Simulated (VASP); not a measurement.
Given:

```xyz
6
Lattice="5.0057 0.0000 0.0000 0.0000 5.0057 0.0000 0.0000 0.0000 3.4317" Properties=species:S:1:pos:R:3 pbc="T T T"
Pb     0.0000     0.0000     0.0000
Pb     2.5028     2.5028     1.7158
O      1.5383     1.5383     0.0000
O      4.0411     0.9646     1.7158
O      0.9646     4.0411     1.7158
O      3.4674     3.4674     0.0000
```

These are vdW-DF-cx, VASP's PBE PAW potentials (set 64) (plane waves; VASP) values and carry that method's errors. Run with 520 eV cut-off, Gaussian smearing of 0.050 eV, potentials Pb_d O.

### Question
Give the energies of bands 15 to 28 at the high-symmetry points, in eV from the Fermi level.

### Answer

```json
[
 {"band": "15", "Γ": "-8.04", "X": "-6.46", "M": "-5.63", "Z": "-7.40", "R": "-7.09", "A": "-7.86"},
 {"band": "16", "Γ": "-3.31", "X": "-6.46", "M": "-5.63", "Z": "-7.40", "R": "-7.09", "A": "-7.86"},
 {"band": "17", "Γ": "-3.23", "X": "-2.55", "M": "-3.13", "Z": "-3.32", "R": "-4.58", "A": "-3.88"},
 {"band": "18", "Γ": "-3.23", "X": "-2.55", "M": "-3.13", "Z": "-3.32", "R": "-4.58", "A": "-3.88"},
 {"band": "19", "Γ": "-2.04", "X": "-2.39", "M": "-2.54", "Z": "-2.85", "R": "-3.37", "A": "-1.95"},
 {"band": "20", "Γ": "-2.03", "X": "-2.39", "M": "-2.54", "Z": "-2.85", "R": "-3.37", "A": "-1.95"},
 {"band": "21", "Γ": "-1.72", "X": "-1.31", "M": "-1.55", "Z": "-1.99", "R": "-1.06", "A": "-1.83"},
 {"band": "22", "Γ": "-0.70", "X": "-1.31", "M": "-1.55", "Z": "-1.99", "R": "-1.06", "A": "-1.83"},
 {"band": "23", "Γ": "-0.61", "X": "-0.65", "M": "-0.67", "Z": "-1.09", "R": "-0.76", "A": "-0.65"},
 {"band": "24", "Γ": "-0.61", "X": "-0.65", "M": "-0.67", "Z": "-1.09", "R": "-0.76", "A": "-0.65"},
 {"band": "25", "Γ": "-0.57", "X": "-0.37", "M": "-0.47", "Z": "-0.77", "R": "-0.20", "A": "-0.51"},
 {"band": "26", "Γ": "-0.57", "X": "-0.37", "M": "-0.47", "Z": "-0.77", "R": "-0.20", "A": "-0.51"},
 {"band": "27", "Γ": "0.08", "X": "2.30", "M": "2.69", "Z": "3.60", "R": "3.91", "A": "2.69"},
 {"band": "28", "Γ": "4.08", "X": "2.30", "M": "2.69", "Z": "3.60", "R": "3.91", "A": "2.69"}
]
```

It has no gap at this level: it comes out as a metal or semimetal.

The compound is PbO2 in the rutile structure. It was relaxed first.
